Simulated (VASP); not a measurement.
Level of theory: optB86b-vdW, VASP's PBE PAW potentials (set 64) (plane waves; VASP).

The input files of a VASP run:

**INCAR**
```
# general
SYSTEM    =  Nb
PREC      =  Accurate
ENCUT     =  520
LREAL     =  .FALSE.   # projection in real space or not
LASPH     =  .TRUE.   # aspherical one-centre terms

# electronic loop
EDIFF     =  1E-6   # SCF stop (eV)
NELM      =  100
ALGO      =  Normal   # blocked Davidson
LMAXMIX   =  4   # l cut-off of mixed one-centre charges

# smearing
ISMEAR    =  1
SIGMA     =  0.1   # width (eV)

# functional
GGA       =  MK
LUSE_VDW  =  .TRUE.
AGGAC     =  0.0
PARAM1    =  0.1234
PARAM2    =  1.0

# ions
IBRION    =  2   # conjugate gradients
NSW       =  60   # most ionic steps
ISIF      =  3   # ions, shape and volume
EDIFFG    =  -0.01   # ionic stop

# output
LWAVE     =  .FALSE.
LCHARG    =  .FALSE.
```

KPOINTS:
```
kpoints
0
gamma
14 14 14
0 0 0
```

### POSCAR
```
Nb
1
   -1.6500000000     1.6500000000     1.6500000000
    1.6500000000    -1.6500000000     1.6500000000
    1.6500000000     1.6500000000    -1.6500000000
Nb
1
Direct
  0.0000000000   0.0000000000   0.0000000000
```

POTCAR, in this order: Nb_sv (PBE.64 set). Program: vasp_std.

What VASP printed:

File OUTCAR:
```
 ion  position               nearest neighbor table
   1  0.000  0.000  0.000-
  LATTYP: Found a body centered cubic cell.
 ALAT       =     3.3000000000
 Subroutine PRICEL returns:
 Original cell was already a primitive cell.
 Subroutine GETGRP returns: Found 48 space group operations
The static configuration has the point symmetry O_h .
The dynamic configuration has the point symmetry O_h .
 Subroutine INISYM returns: Found 48 space group operations
 Subroutine IBZKPT returns following result:
 Found    104 irreducible k-points:

 Following reciprocal coordinates:
            Coordinates               Weight
  0.000000  0.000000  0.000000      1.000000
  0.071429  0.000000  0.000000     12.000000
  0.142857  0.000000  0.000000     12.000000
  0.214286  0.000000  0.000000     12.000000
  0.285714  0.000000  0.000000     12.000000
  0.357143  0.000000  0.000000     12.000000
  0.428571  0.000000  0.000000     12.000000
  0.500000  0.000000  0.000000      6.000000
  0.071429  0.071429  0.000000     24.000000
  0.142857  0.071429  0.000000     48.000000
  0.214286  0.071429  0.000000     48.000000
  0.285714  0.071429 -0.000000     48.000000
  0.357143  0.071429  0.000000     48.000000
  0.428571  0.071429  0.000000     48.000000
  0.142857  0.142857  0.000000     24.000000
  0.214286  0.142857 -0.000000     48.000000
  0.285714  0.142857  0.000000     48.000000
  0.357143  0.142857 -0.000000     48.000000
  0.428571  0.142857 -0.000000     24.000000
  0.214286  0.214286  0.000000     24.000000
  0.285714  0.214286 -0.000000     48.000000
  0.357143  0.214286  0.000000     48.000000
  0.285714  0.285714  0.000000     24.000000
  0.357143  0.285714 -0.000000     24.000000
  0.071429  0.071429  0.071429      8.000000
  0.142857  0.071429  0.071429     24.000000
  0.214286  0.071429  0.071429     24.000000
  0.285714  0.071429  0.071429     24.000000
  0.357143  0.071429  0.071429     24.000000
  0.428571  0.071429  0.071429     12.000000
 -0.071429  0.071429  0.071429      6.000000
  0.142857  0.142857  0.071429     24.000000
  0.214286  0.142857  0.071429     48.000000
  0.285714  0.142857  0.071429     48.000000
  0.357143  0.142857  0.071429     48.000000
 -0.142857  0.142857  0.071429     24.000000
  0.214286  0.214286  0.071429     24.000000
  0.285714  0.214286  0.071429     48.000000
  0.357143  0.214286  0.071429     24.000000
 -0.214286  0.214286  0.071429     24.000000
   k-points           NKPTS =    104   k-points in BZ     NKDIM =    104   number of bands    NBANDS=     10
   number of dos      NEDOS =    301   number of ions     NIONS =      1
   total plane-waves  NPLWV =  13824
   dimension x,y,z NGX =    24 NGY =   24 NGZ =   24
   dimension x,y,z NGXF=    48 NGYF=   48 NGZF=   48
   ions per type =               1
   PREC   = accura    normal or accurate (medium, high low for compatibility)
   ISTART =      0    job   : 0-new  1-cont  2-samecut
   ICHARG =      2    charge: 1-file 2-atom 10-const
   ISPIN  =      1    spin polarized calculation?
   LNONCOLLINEAR =      F non collinear calculations
   LSORBIT =      F    spin-orbit coupling
   INIWAV =      1    electr: 0-lowe 1-rand  2-diag
   ENCUT  =  520.0 eV  38.22 Ry    6.18 a.u.   5.31  5.31  5.31*2*pi/ulx,y,z
   NELM   =    100;   NELMIN=  2; NELMDL= -5     # of ELM steps
   EDIFF  = 0.1E-05   stopping-criterion for ELM
   LREAL  =      F    real-space projection
   NLSPLINE    = F    spline interpolate recip. space projectors
   LMAXMIX     =    4 max onsite mixed and CHGCAR
   VOSKOWN=      0    Vosko Wilk Nusair interpolation
...
```

### OSZICAR
```
       N       E                     dE             d eps       ncg     rms          rms(c)
DAV:   1     0.119874272025E+03    0.11987E+03   -0.75351E+03  2088   0.130E+03
DAV:   2    -0.270741647759E+01   -0.12258E+03   -0.11967E+03  2234   0.450E+02
DAV:   3    -0.769423088821E+01   -0.49868E+01   -0.47088E+01  3096   0.772E+01
DAV:   4    -0.798504305404E+01   -0.29081E+00   -0.28849E+00  2922   0.163E+01
DAV:   5    -0.799523502871E+01   -0.10192E-01   -0.10182E-01  3152   0.247E+00    0.717E+00
DAV:   6    -0.761673603877E+01    0.37850E+00   -0.74872E-01  3232   0.115E+01    0.254E+00
DAV:   7    -0.757465047629E+01    0.42086E-01   -0.21901E-01  3234   0.609E+00    0.916E-01
DAV:   8    -0.757936432287E+01   -0.47138E-02   -0.11732E-02  2398   0.163E+00    0.493E-02
DAV:   9    -0.757941627320E+01   -0.51950E-04   -0.92155E-04  3632   0.350E-01    0.439E-02
DAV:  10    -0.757943358731E+01   -0.17314E-04   -0.26415E-05  2574   0.786E-02    0.146E-02
DAV:  11    -0.757942744720E+01    0.61401E-05   -0.56978E-06  2348   0.459E-02    0.253E-03
DAV:  12    -0.757942735121E+01    0.95998E-07   -0.17348E-07  1242   0.687E-03
   1 F= -.75794274E+01 E0= -.75794360E+01  d E =-.757943E+01
       N       E                     dE             d eps       ncg     rms          rms(c)
DAV:   1    -0.771027277265E+01   -0.13085E+00   -0.40689E+00  2562   0.325E+01    0.304E+00
DAV:   2    -0.758544538237E+01    0.12483E+00   -0.29703E-01  3088   0.796E+00    0.833E-01
DAV:   3    -0.757170128657E+01    0.13744E-01   -0.96528E-02  3212   0.358E+00    0.498E-01
DAV:   4    -0.757464985495E+01   -0.29486E-02   -0.35361E-03  2974   0.609E-01    0.258E-01
DAV:   5    -0.757705498021E+01   -0.24051E-02   -0.73601E-03  3480   0.645E-01    0.103E-01
DAV:   6    -0.757701658178E+01    0.38398E-04   -0.19027E-04  2474   0.182E-01    0.170E-02
DAV:   7    -0.757701676288E+01   -0.18110E-06   -0.32577E-05  3604   0.490E-02    0.591E-03
DAV:   8    -0.757701669634E+01    0.66542E-07   -0.49918E-07  1258   0.102E-02
   2 F= -.75770167E+01 E0= -.75771230E+01  d E =0.241065E-02
       N       E                     dE             d eps       ncg     rms          rms(c)
DAV:   1    -0.763472364494E+01   -0.57707E-01   -0.16522E+00  2556   0.207E+01    0.188E+00
DAV:   2    -0.758361950136E+01    0.51104E-01   -0.12981E-01  3112   0.519E+00    0.525E-01
DAV:   3    -0.757836632741E+01    0.52532E-02   -0.39466E-02  3202   0.224E+00    0.290E-01
DAV:   4    -0.757947799859E+01   -0.11117E-02   -0.12290E-03  2682   0.376E-01    0.169E-01
DAV:   5    -0.758057607389E+01   -0.10981E-02   -0.31949E-03  3404   0.396E-01    0.741E-02
DAV:   6    -0.758057823813E+01   -0.21642E-05   -0.54248E-05  2378   0.104E-01    0.287E-02
DAV:   7    -0.758057652640E+01    0.17117E-05   -0.13635E-05  2664   0.554E-02    0.321E-03
DAV:   8    -0.758057710863E+01   -0.58223E-06   -0.52818E-07  1308   0.699E-03
   3 F= -.75805771E+01 E0= -.75806253E+01  d E =-.114976E-02
```

### OUTCAR
```
------------------------ aborting loop because EDIFF is reached ----------------------------------------
  FORCE on cell =-STRESS in cart. coord.  units (eV):
  Direction    XX          YY          ZZ          XY          YZ          ZX
  --------------------------------------------------------------------------------------
  Total       -0.0007390     -0.0007390     -0.0007390     -0.0000000      0.0000000      0.0000000
  in kB       -0.0666225     -0.0666225     -0.0666225     -0.0000000      0.0000000      0.0000000
  external PRESSURE =      -0.0666225 kB  Pullay stress =       0.0000000 kB
  volume of cell :       17.77
      direct lattice vectors                 reciprocal lattice vectors
    -1.643981884  1.643981884  1.643981884     0.000000000  0.304139605  0.304139605
     1.643981884 -1.643981884  1.643981884     0.304139605  0.000000000  0.304139605
     1.643981884  1.643981884 -1.643981884     0.304139605  0.304139605  0.000000000
 POSITION                                       TOTAL-FORCE (eV/Angst)
 -----------------------------------------------------------------------------------
      0.00000     -0.00000      0.00000        -0.000000     -0.000000     -0.000000
 -----------------------------------------------------------------------------------
    total drift:                               -0.000000      0.000000      0.000000
  FREE ENERGIE OF THE ION-ELECTRON SYSTEM (eV)
  ---------------------------------------------------
  free  energy   TOTEN  =        -7.5805771086 eV

  energy  without entropy=       -7.5807216627  energy(sigma->0) =       -7.58062529

 reached required accuracy - stopping structural energy minimisation
```
(Selected blocks of OUTCAR.)

**CONTCAR**
```
Nb
   1.00000000000000
    -1.6439818839727516    1.6439818839727516    1.6439818839727516
     1.6439818839727516   -1.6439818839727516    1.6439818839727516
     1.6439818839727516    1.6439818839727516   -1.6439818839727516
  Nb
     1
Direct
     0.0000000000000000    0.0000000000000000    0.0000000000000000
```

The compound is Nb in the bcc structure. This run relaxes it. Symmetry was kept, so distortions that lower it aren't found.
